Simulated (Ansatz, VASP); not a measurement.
# GaC: VASP beside Ansatz, part 2 of 2

Wanted: the spread between two codes on one cell, functional and k mesh. The cell is generated by rule, not measured, and may not be a known phase. The structure shown is the end of the Ansatz relaxation below.

VASP 6.6.1 and Ansatz 0.2.0.

So far: The starting structure; Ansatz: relaxation, PBEsol; VASP: single point, PBEsol, pair 1; Side by side.

## 6. VASP: single point, PBEsol, pair 2

Level of this step: PBEsol; plane waves and PAW (Ga_d, C); invented cell (VASP).

The same cell, functional, mesh and smearing now go to VASP, with its own data sets.

Contents of INCAR:

```
SYSTEM = GaC
PREC = Accurate
ENCUT = 600
EDIFF = 1E-06
NELM = 120
ISMEAR = 1
SIGMA = 0.2
LREAL = .FALSE.
ALGO = Normal
GGA = PS
NBANDS = 14
LORBIT = 11
LWAVE = .FALSE.
LCHARG = .FALSE.
ISIF = 2
LASPH = .TRUE.
GGA_COMPAT = .FALSE.
KPAR = 2
```

Contents of POSCAR:

```
GaC
1.0
    2.9858458740      0.0000000000      0.0000000000
    0.0000000000      2.9858458740      0.0000000000
    0.0000000000      0.0000000000      2.7379657877
Ga C
1 1
Direct
    0.0000000000      0.0000000000      0.1450000000
    0.5000000000      0.5000000000      0.1450000000
```

Contents of KPOINTS:

```
Automatic mesh
0
Gamma
16 16 16
0 0 0
```

Potentials, in the order of the species: Ga_d and C (PBE family, release 64).

Run with:

```sh
> mpirun -np 2 vasp_std
```

Numbers of over 12 decimals in the logs are rounded to 6 here.

Log:

```text
[banner, memory and clock lines left out]
running    2 mpi-ranks, on    1 nodes
[...]
[... a notice as in an earlier step ...]

 LDA part: xc-table for (Slater+PW92), standard interpolation
 POSCAR, INCAR and KPOINTS ok, starting setup
[...]
entering main loop
       N       E                     dE             d eps       ncg     rms          rms(c)
DAV:   1     0.771055006318E+02    0.77106E+02   -0.78529E+03 11606   0.213E+03
DAV:   2    -0.490351563583E+01   -0.82009E+02   -0.76954E+02 13002   0.345E+02
DAV:   3    -0.105499475600E+02   -0.56464E+01   -0.55505E+01 13356   0.716E+01
DAV:   4    -0.106384783965E+02   -0.88531E-01   -0.88432E-01 13512   0.928E+00
[...]
DAV:  10    -0.979512511231E+01    0.90446E-05   -0.15276E-04 13296   0.118E-01    0.726E-03
DAV:  11    -0.979512408129E+01    0.10310E-05   -0.49380E-06 13376   0.266E-02    0.411E-03
DAV:  12    -0.979512423736E+01   -0.15607E-06   -0.58974E-07  7856   0.734E-03
   1 F= -.97951242E+01 E0= -.97954858E+01  d E =0.108472E-02
```

Parts of OUTCAR (step 6):

```text
  Total       -0.3999737     -0.3999737     -0.4024653      0.0000000      0.0000000      0.0000000
  in kB      -26.2530207    -26.2530207    -26.4165554      0.0000000      0.0000000      0.0000000
  external PRESSURE =     -26.3075322 kB  Pullay stress =       0.0000000 kB

 POSITION                                       TOTAL-FORCE (eV/Angst)
 -----------------------------------------------------------------------------------
      0.00000      0.00000      0.39701         0.000000      0.000000      0.000000
      1.49292      1.49292      0.39701        -0.000000     -0.000000     -0.000000
 -----------------------------------------------------------------------------------
    total drift:                                0.000000     -0.000000      0.000005

  FREE ENERGIE OF THE ION-ELECTRON SYSTEM (eV)
  ---------------------------------------------------
  free  energy   TOTEN  =        -9.7951242374 eV

  energy  without entropy=       -9.7962089559  energy(sigma->0) =       -9.79548581

[... 1 part as in an earlier step ...]

[... 2 further parts left out ...]
[key lines of the parts left out:]
E-fermi :   5.7730
```

The run ends at a pressure of -2.63 GPa.

## 7. Differences

The two programs side by side:

```
      quantity  Ansatz   VASP  difference
pressure (GPa)   -2.55  -2.63       +0.08
```

## 8. Ansatz: relaxation, PBEsol

This run makes the geometry at which the two programs are then compared. The cell compared in this pair holds 24.88 Å³, against 24.41 Å³ for the pair before.

The structure compared here is the end of the Ansatz relaxation.

Contents of input.yaml:

```yaml
crystal:
  lattice:
    - [3.0229955137, 0.0, 0.0]
    - [0.0, 3.0229955137, 0.0]
    - [0.0, 0.0, 2.7229512026]
  atoms:
    - { symbol: Ga, position: [0.0, 0.0, 0.145] }
    - { symbol: C, position: [0.5, 0.5, 0.145] }
kpoints:
  mp_grid: { grid: [16, 16, 16] }
hamiltonian:
  xc: pbesol
scf:
  occupations: { method: methfessel_paxton, width: 0.2 }
output:
  forces: true
  stress: true
  eigenvalues: true
relax:
  adjacent_minimum: "off"
  f_tol: 0.001
  max_steps: 60
  cell: { stress_tol: 0.01, fix: [volume] }
```

Run with:

```sh
> ansatz run input.yaml --threads 4 --pin off --max-ram 8192MiB --backend cpu --events-out ev --progress --plain --runs-dir out
```

Log:

```text
[...]
Crystal: 2 atoms, lattice volume = 24.884 Å³
Basis set: ecut = 420 eV, 489 PW (Γ), exchange–correlation on 48×48×40 points (8 copies of the dense FFT grid, shifted against one another)
Bands: 13, of which v1, the nominal top of the filled ones, is band 9 counted from 1 (8 counted from 0)
Symmetry: 16 space group operations
[...]
k-points: 405 of 4096
[...]
k-point 404: bands = [... 5 lower, 2.9212, 5.3817, 5.3817, 8.1105, 10.1888, 10.9421, 15.7182, 15.7182]
--- Relaxed structure (4 steps of the walk, 4 accepted, 2 SCFs on fresh bases) ---
[...]
cell:  # Å, volume = 24.8837 Å³
    - [2.992238, 0, 0.0]
    - [0, 2.992238, 0.0]
    - [0.0, 0.0, 2.779219]
  atoms:
    - { symbol: Ga, position: [0, 0, 0.145] }
    - { symbol: C, position: [0.5, 0.5, 0.145] }
[key lines of the parts left out:]
SCF converged after 5 iterations
Free energy (F): -3986.674839 eV
Fermi energy:    9.537056 eV
P = ⅓ Tr σ = -3.9313 GPa (-39.313 kbar)
```

## 9. VASP: single point, PBEsol, pair 3

The same cell, functional, mesh and smearing now go to VASP, with its own data sets.

INCAR is that of step 6.

Contents of POSCAR:

```
GaC
1.0
    2.9922375997      0.0000000000      0.0000000000
    0.0000000000      2.9922375997      0.0000000000
    0.0000000000      0.0000000000      2.7792186284
Ga C
1 1
Direct
    0.0000000000      0.0000000000      0.1450000000
    0.5000000000      0.5000000000      0.1450000000
```

KPOINTS is that of step 6.

Run with:

```sh
> mpirun -np 2 vasp_std
```

Log:

```text
[... set-up lines as in an earlier step ...]
 entering main loop
       N       E                     dE             d eps       ncg     rms          rms(c)
DAV:   1     0.773840991641E+02    0.77384E+02   -0.78049E+03 11604   0.211E+03
DAV:   2    -0.486203213667E+01   -0.82246E+02   -0.77281E+02 13040   0.348E+02
DAV:   3    -0.105472986683E+02   -0.56853E+01   -0.55640E+01 13344   0.716E+01
DAV:   4    -0.106389747629E+02   -0.91676E-01   -0.91496E-01 13642   0.936E+00
[...]
DAV:   9    -0.978577894086E+01    0.42710E-03   -0.18344E-03 16070   0.788E-01    0.512E-02
DAV:  10    -0.978577126387E+01    0.76770E-05   -0.15579E-04 13300   0.116E-01    0.705E-03
DAV:  11    -0.978577075041E+01    0.51346E-06   -0.46336E-06 13478   0.247E-02
   1 F= -.97857708E+01 E0= -.97862059E+01  d E =0.130552E-02
```

From OUTCAR (step 9):

```text
  Total       -0.6193996     -0.6193996     -0.6218528      0.0000000      0.0000000      0.0000000
  in kB      -39.8810556    -39.8810556    -40.0390070      0.0000000      0.0000000      0.0000000
  external PRESSURE =     -39.9337061 kB  Pullay stress =       0.0000000 kB

 POSITION                                       TOTAL-FORCE (eV/Angst)
 -----------------------------------------------------------------------------------
      0.00000      0.00000      0.40299        -0.000000      0.000000     -0.000000
      1.49612      1.49612      0.40299         0.000000      0.000000      0.000000
 -----------------------------------------------------------------------------------
    total drift:                                0.000000     -0.000000      0.000015

  FREE ENERGIE OF THE ION-ELECTRON SYSTEM (eV)
  ---------------------------------------------------
  free  energy   TOTEN  =        -9.7857707504 eV

  energy  without entropy=       -9.7870762675  energy(sigma->0) =       -9.78620592

[... 1 part as in an earlier step ...]

[... 2 further parts left out ...]
[key lines of the parts left out:]
E-fermi :   5.5682
```

The run ends at a pressure of -3.99 GPa.

## 10. Differences

Compared:

```
      quantity  Ansatz   VASP  difference
pressure (GPa)   -3.93  -3.99       +0.06
```

## 11. What came out

| Property | Result |
| --- | --- |
| difference in pressure (single point, PBEsol, pair 1) | 0.081 GPa |
| difference in pressure (single point, PBEsol, pair 2) | 0.083 GPa |
| difference in pressure (single point, PBEsol, pair 3) | 0.062 GPa |

In words: The difference in pressure is 0.083 GPa (single point, PBEsol, pair 2), within the 1 GPa picked in this series as the mark of a large difference. 2 further runs of this series are not shown here. Such differences can come from data sets, numerical settings and the points named under the comparisons, not from the functional's error against experiment.

[Lines on the potential files, build, host, timing and source positions are cut from VASP's logs without a mark.]

[Logs are printed without paths, hosts, clocks, repeated set-up lines and the standing remarks that a program may print on its own settings, such as how far it seeks lower states.]

[Hosts, paths, dates, database ids (printed as entryN), source tags and the programs' standing remarks are cut or masked in the printed files.]
